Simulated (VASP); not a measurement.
Consider the following.

```
SnTe
1.0
    0.00000     3.12401     3.12401
    3.12401     0.00000     3.12401
    3.12401     3.12401     0.00000
Sn Te
1 1
Cartesian
  0.00000   0.00000   0.00000
  3.12401   3.12401   3.12401
```

These are PBE GGA, VASP's PBE PAW potentials (set 64) (plane waves; VASP 6.6.1) values and carry that method's errors. Numerical set-up: 300 eV cut-off, 6×6×6 Γ-centred mesh, Gaussian smearing of 0.14 eV, potentials Sn_d Te.

At this cut-off the stress carries a Pulay error, which pulls relaxed volumes low. Energy and stress use the plane-wave basis of the starting cell.

### Question
The ions, cell shape and volume are relaxed. Predict the relaxed structure.

### Answer

```
SnTe
1.0
    0.00000     3.20216     3.20216
    3.20216     0.00000     3.20216
    3.20216     3.20216     0.00000
Sn Te
1 1
Direct
  0.00000   0.00000   0.00000
  0.50000   0.50000   0.50000
```
Space group Fm-3m (225), at a tolerance of 0.03 Å.

### Question
How do energy and volume change from the first to the last step?

### Answer
The energy (σ→0) changes by -23.3 meV/atom and the volume by +7.7 %, in 3 ionic steps.

The structure comes from a computed database's SnTe entry; how it stands against other phases isn't given here. This run relaxes it. Symmetry was kept, so distortions that lower it aren't found. The run is one of a series of settings (EDIFFG = -0.01, IBRION = 2, ISIF = 3, NSW = 50 against the base run), some of them coarse on purpose.
